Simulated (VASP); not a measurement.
Set up this calculation in VASP 6.6.1, as the native input.

```
Task                   : relaxation of the atoms
Functional             : RPBE
Potentials or basis    : VASP PAW PBE potentials, release 64 (Pt, Se, S)
Cutoff                 : 520 eV
k mesh                 : 7 × 7 × 6
Occupations            : gaussian, width 0.05 eV
Spin                   : no spin polarisation
Further INCAR settings : ALGO = Fast; EDIFF = 1e-07; IBRION = 2; EDIFFG = -0.005; NSW = 40
```

The structure of Pt2SeS lies in POSCAR:

```
Pt2SeS
1.0
    4.3664598500      0.0000000000      0.0000000000
   -2.1832299200      3.7814651500      0.0000000000
    0.0000000000      0.0000000000      5.0205766600
Pt Se S
2 1 1
Direct
    0.3333333300      0.6666666700      0.5000000000
    0.6666666700      0.3333333300      0.5000000000
    0.0000000000      0.0000000000      0.5000000000
    0.0000000000      0.0000000000      0.0000000000
```

The cell was built by a generator and needn't be a form met in nature.

These files were run (other wordings do the same):

INCAR

```
SYSTEM = Pt2SeS
PREC = Accurate
ENCUT = 520
EDIFF = 1E-7
ISMEAR = 0
SIGMA = 0.05
LREAL = .FALSE.
LASPH = .TRUE.
NELM = 100
ALGO = Fast
ISIF = 2
LWAVE = .FALSE.
LCHARG = .FALSE.
GGA = RP
IBRION = 2
NSW = 40
EDIFFG = -0.005
```

KPOINTS

```
Automatic mesh
0
G
  7 7 6
  0 0 0
```

Potentials or basis: VASP PAW PBE potentials, release 64 (Pt, Se, S).

The run is started by

```console
$ cat potpaw_PBE.64/Pt/POTCAR potpaw_PBE.64/Se/POTCAR potpaw_PBE.64/S/POTCAR > POTCAR
$ mpirun -np 1 vasp_std > vasp.out
```

It gave:

The pressure after relaxing is 16.7 GPa and the band gap on the k mesh is none (metal or under the smearing width).

Caveat: the relaxation stopped at its first step, so nothing moved; the PAW data sets were made with another functional, which shifts forces and pressure a little.

Wall time 55 s on 1 thread of Intel(R) Xeon(R) Platinum 8488C (Sapphire Rapids), on a shared host, peak memory 0.23 GiB.
